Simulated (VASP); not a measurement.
Calculation: LDA (Ceperley-Alder, Perdew-Zunger), VASP's LDA PAW potentials (set 64) (plane waves; VASP).

VASP input:

**KPOINTS**
```
Automatic mesh
0
Gamma
9 9 9
0 0 0
```

INCAR:
```
SYSTEM = AgCl
PREC = Accurate; ENCUT = 500; LREAL = .FALSE.
LASPH = .TRUE.
EDIFF = 1E-6; NELM = 100; ALGO = Normal
LMAXMIX = 4
ISMEAR = 0; SIGMA = 0.05
IBRION = 2; NSW = 40; ISIF = 3
EDIFFG = -0.02; PSTRESS = 50
LWAVE = .FALSE.; LCHARG = .FALSE.
```

### POSCAR
```
AgCl
1
   -0.0000000000     2.6232005557     2.6232005557
    2.6232005557     0.0000000000     2.6232005557
    2.6232005557     2.6232005557    -0.0000000000
Ag Cl
1 1
Direct
  0.0000000000   0.0000000000   0.0000000000
  0.5000000000   0.5000000000   0.5000000000
```

POTCAR, in this order: Ag Cl (LDA.64 set). Program: vasp_std.

Output of the run:

OSZICAR:
```
       N       E                     dE             d eps       ncg     rms          rms(c)
DAV:   1     0.100943244864E+03    0.10094E+03   -0.90032E+03   934   0.124E+03
DAV:   2    -0.326015777409E+01   -0.10420E+03   -0.97208E+02  1105   0.261E+02
DAV:   3    -0.688901159660E+01   -0.36289E+01   -0.36194E+01  1025   0.528E+01
DAV:   4    -0.691604434054E+01   -0.27033E-01   -0.27029E-01  1085   0.505E+00
DAV:   5    -0.691640355437E+01   -0.35921E-03   -0.35921E-03  1045   0.574E-01    0.106E+01
DAV:   6    -0.676819431470E+01    0.14821E+00   -0.32799E-01   990   0.853E+00    0.683E+00
DAV:   7    -0.676074803701E+01    0.74463E-02   -0.76381E-02   910   0.228E+00    0.230E+00
DAV:   8    -0.675853936093E+01    0.22087E-02   -0.37321E-03  1000   0.708E-01    0.274E-01
DAV:   9    -0.675844266041E+01    0.96701E-04   -0.61446E-04  1045   0.289E-01    0.373E-02
DAV:  10    -0.675844536936E+01   -0.27090E-05   -0.88971E-06  1010   0.378E-02    0.173E-02
DAV:  11    -0.675844660893E+01   -0.12396E-05   -0.18337E-06   728   0.141E-02    0.559E-03
DAV:  12    -0.675844650318E+01    0.10575E-06   -0.20867E-07   485   0.633E-03
   1 F= -.56318098E+01 E0= -.56318098E+01  d E =-.563181E+01
```

**OUTCAR**
```
------------------------ aborting loop because EDIFF is reached ----------------------------------------
  FORCE on cell =-STRESS in cart. coord.  units (eV):
  Direction    XX          YY          ZZ          XY          YZ          ZX
  --------------------------------------------------------------------------------------
  Total        1.1299667      1.1299667      1.1299667     -0.0000000     -0.0000000      0.0000000
  in kB       50.1477830     50.1477830     50.1477830     -0.0000000     -0.0000000      0.0000000
  external PRESSURE =       0.1477830 kB  Pullay stress =      50.0000000 kB
  volume of cell :       36.10
      direct lattice vectors                 reciprocal lattice vectors
     0.000000000  2.623200556  2.623200556    -0.190606852  0.190606852  0.190606852
     2.623200556  0.000000000  2.623200556     0.190606852 -0.190606852  0.190606852
     2.623200556  2.623200556  0.000000000     0.190606852  0.190606852 -0.190606852
  FREE ENERGIE OF THE ION-ELECTRON SYSTEM (eV)
  ---------------------------------------------------
  free  energy   TOTEN  =        -6.7584465032 eV

  energy  without entropy=       -6.7584465032  energy(sigma->0) =       -6.75844650
  enthalpy is  TOTEN    =        -5.6318097762 eV   P V=        1.1266367270

 reached required accuracy - stopping structural energy minimisation
```
(Selected blocks of OUTCAR.)

The compound is AgCl in the rock salt structure. It was relaxed first under an external pressure of 5 GPa.
